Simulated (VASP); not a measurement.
Method: PBE GGA, VASP's PBE PAW potentials (set 64) (plane waves; VASP 6.6.1).

Input for VASP

### KPOINTS
```
Automatic mesh
0
Gamma
12 12 12
0 0 0
```

**POSCAR**
```
Rb
1
   -2.8815000000     2.8815000000     2.8815000000
    2.8815000000    -2.8815000000     2.8815000000
    2.8815000000     2.8815000000    -2.8815000000
Rb
1
Direct
  0.0000000000   0.0000000000   0.0000000000
```

INCAR:
```
ALGO  =  Normal
EDIFF  =  1E-6
ENCUT  =  400
GGA  =  PE
ISIF  =  2
ISMEAR  =  1
LASPH  =  .TRUE.
LCHARG  =  .FALSE.
LMAXMIX  =  4
LREAL  =  .FALSE.
LWAVE  =  .FALSE.
NELM  =  100
PREC  =  Accurate
SIGMA  =  0.1
SYSTEM  =  Rb
```

POTCAR, in this order: Rb_sv (PBE.64 set). Program: vasp_std.

The resulting files:

**OUTCAR**
```
 ion  position               nearest neighbor table
   1  0.000  0.000  0.000-
  LATTYP: Found a body centered cubic cell.
 ALAT       =     5.7630000000
 Subroutine PRICEL returns:
 Original cell was already a primitive cell.
 Subroutine GETGRP returns: Found 48 space group operations
The static configuration has the point symmetry O_h .
The dynamic configuration has the point symmetry O_h .
 Subroutine INISYM returns: Found 48 space group operations
 Subroutine IBZKPT returns following result:
 Found     72 irreducible k-points:

 Following reciprocal coordinates:
            Coordinates               Weight
  0.000000  0.000000  0.000000      1.000000
  0.083333  0.000000  0.000000     12.000000
  0.166667  0.000000  0.000000     12.000000
  0.250000  0.000000  0.000000     12.000000
  0.333333  0.000000  0.000000     12.000000
  0.416667  0.000000  0.000000     12.000000
  0.500000  0.000000  0.000000      6.000000
  0.083333  0.083333  0.000000     24.000000
  0.166667  0.083333 -0.000000     48.000000
  0.250000  0.083333  0.000000     48.000000
  0.333333  0.083333 -0.000000     48.000000
  0.416667  0.083333 -0.000000     48.000000
  0.166667  0.166667  0.000000     24.000000
  0.250000  0.166667  0.000000     48.000000
  0.333333  0.166667  0.000000     48.000000
  0.416667  0.166667  0.000000     24.000000
  0.250000  0.250000  0.000000     24.000000
  0.333333  0.250000  0.000000     48.000000
  0.333333  0.333333  0.000000      8.000000
  0.083333  0.083333  0.083333      8.000000
  0.166667  0.083333  0.083333     24.000000
  0.250000  0.083333  0.083333     24.000000
  0.333333  0.083333  0.083333     24.000000
  0.416667  0.083333  0.083333     12.000000
 -0.083333  0.083333  0.083333      6.000000
...
```

OSZICAR:
```
       N       E                     dE             d eps       ncg     rms          rms(c)
DAV:   1     0.427038557555E+02    0.42704E+02   -0.28783E+03  1152   0.662E+02
DAV:   2     0.132022074906E+01   -0.41384E+02   -0.41039E+02  1240   0.133E+02
DAV:   3    -0.870952750059E+00   -0.21912E+01   -0.21893E+01  1488   0.354E+01
DAV:   4    -0.930616423854E+00   -0.59664E-01   -0.59638E-01  1912   0.506E+00
DAV:   5    -0.930956956988E+00   -0.34053E-03   -0.34053E-03  1760   0.302E-01    0.109E+00
DAV:   6    -0.931779231723E+00   -0.82227E-03   -0.16379E-03  1872   0.279E-01    0.650E-01
DAV:   7    -0.932837172115E+00   -0.10579E-02   -0.32434E-03  1424   0.388E-01    0.432E-02
DAV:   8    -0.932962531893E+00   -0.12536E-03   -0.13301E-04  1680   0.107E-01    0.151E-02
DAV:   9    -0.932968838971E+00   -0.63071E-05   -0.55284E-06  1904   0.197E-02    0.456E-03
DAV:  10    -0.932968575365E+00    0.26361E-06   -0.21575E-06  1616   0.931E-03
   1 F= -.93296858E+00 E0= -.93271508E+00  d E =-.760481E-03
```

OUTCAR:
```
------------------------ aborting loop because EDIFF is reached ----------------------------------------
  FORCE on cell =-STRESS in cart. coord.  units (eV):
  Direction    XX          YY          ZZ          XY          YZ          ZX
  --------------------------------------------------------------------------------------
  Total       -0.0754993     -0.0754993     -0.0754993      0.0000000      0.0000000      0.0000000
  in kB       -1.2639719     -1.2639719     -1.2639719      0.0000000      0.0000000      0.0000000
  external PRESSURE =      -1.2639719 kB  Pullay stress =       0.0000000 kB
  volume of cell :       95.70
      direct lattice vectors                 reciprocal lattice vectors
    -2.881500000  2.881500000  2.881500000     0.000000000  0.173520736  0.173520736
     2.881500000 -2.881500000  2.881500000     0.173520736  0.000000000  0.173520736
     2.881500000  2.881500000 -2.881500000     0.173520736  0.173520736  0.000000000
 POSITION                                       TOTAL-FORCE (eV/Angst)
 -----------------------------------------------------------------------------------
      0.00000      0.00000      0.00000        -0.000000      0.000000      0.000000
 -----------------------------------------------------------------------------------
    total drift:                               -0.000000     -0.000000      0.000000
  FREE ENERGIE OF THE ION-ELECTRON SYSTEM (eV)
  ---------------------------------------------------
  free  energy   TOTEN  =        -0.9329685754 eV

  energy  without entropy=       -0.9322080940  energy(sigma->0) =       -0.93271508
```
(Selected blocks of OUTCAR.)

The compound is Rb in the bcc structure. The cell was not relaxed at this level. The run is one of a series of settings (KPOINTS 12×12×12 Γ-centred mesh against the base run), some of them coarse on purpose.
